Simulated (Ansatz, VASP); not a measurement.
AlB2Ru3 in VASP and in Ansatz

The input INCAR:

```
PREC = Accurate
ENCUT = 520
EDIFF = 1E-6
ISMEAR = 0
SIGMA = 0.1
LREAL = F
LASPH = T
NELM = 100
ALGO = Normal
ISIF = 2
LWAVE = F
LCHARG = T
GGA = PE
LELF = T
LVHAR = T
NBANDS = 34
```

File KPOINTS:

```
Automatic mesh
0
Gamma
  6 6 2
```

Contents of POSCAR:

```
AlB2Ru3
1.0
    3.0032016500      0.0000000000      0.0000000000
    0.0000000000      3.0032016500      0.0000000000
    0.0000000000      0.0000000000      9.5096791600
Al B Ru
1 2 3
Direct
    0.0000000000      0.0000000000      0.0000000000
    0.0000000000      0.0000000000      0.3334420000
    0.0000000000      0.0000000000      0.6665580000
    0.5000000000      0.5000000000      0.1787200000
    0.5000000000      0.5000000000      0.5000000000
    0.5000000000      0.5000000000      0.8212800000
```

Input for Ansatz:

```yaml
crystal:
  lattice:
    - [3.00320165, 0.0, 0.0]
    - [0.0, 3.00320165, 0.0]
    - [0.0, 0.0, 9.50967916]
  atoms:
    - { symbol: Al, position: [0.0, 0.0, 0.0] }
    - { symbol: B, position: [0.0, 0.0, 0.333442] }
    - { symbol: B, position: [0.0, 0.0, 0.666558] }
    - { symbol: Ru, position: [0.5, 0.5, 0.17872] }
    - { symbol: Ru, position: [0.5, 0.5, 0.5] }
    - { symbol: Ru, position: [0.5, 0.5, 0.82128] }
basis:
  ecutwfc: 420
kpoints:
  mp_grid: { grid: [6, 6, 2] }
hamiltonian:
  xc: pbe
scf:
  occupations: { method: gaussian, width: 0.1 }
  lower_state_search: "off"
output:
  forces: true
  stress: true
  eigenvalues: true
```

Change from the starting cell: species swapped into the Pr3MgAl2 type (P4/mmm, No. 123).

Alike in both runs: task single point; functional PBE; k mesh 6 × 6 × 2; occupations gaussian, width 0.1 eV; no spin polarisation.

|  | VASP | Ansatz |
| --- | --- | --- |
| version | VASP 6.6.1 | Ansatz 0.2.0 |
| potentials or method | VASP PAW PBE potentials, release 64 (Al, B, Ru_pv) | scalar-relativistic, plane waves, PAW |
| plane-wave cutoff (eV) | 520 | 420 |
| valence electrons in the cell | 51 | 57 |

```tsv
	VASP	Ansatz	Ansatz less VASP
gap on the k mesh at the Fermi level (eV)	none	none	-
rms of the force components (eV/Å)	0.664	0.664	-0.0005
```

Atom by atom the forces differ by 0.001 eV/Å (rms over components). A gap of «none» marks a metal or a gap that the smearing closes. The functional is the same, so the differences come from potentials, cutoffs and numerics. The two sets of potentials don't hold the same shells in valence.

Caveats: forces of over 1 eV/Å show positions far from the minimum, so gaps and moduli don't describe the material at rest.
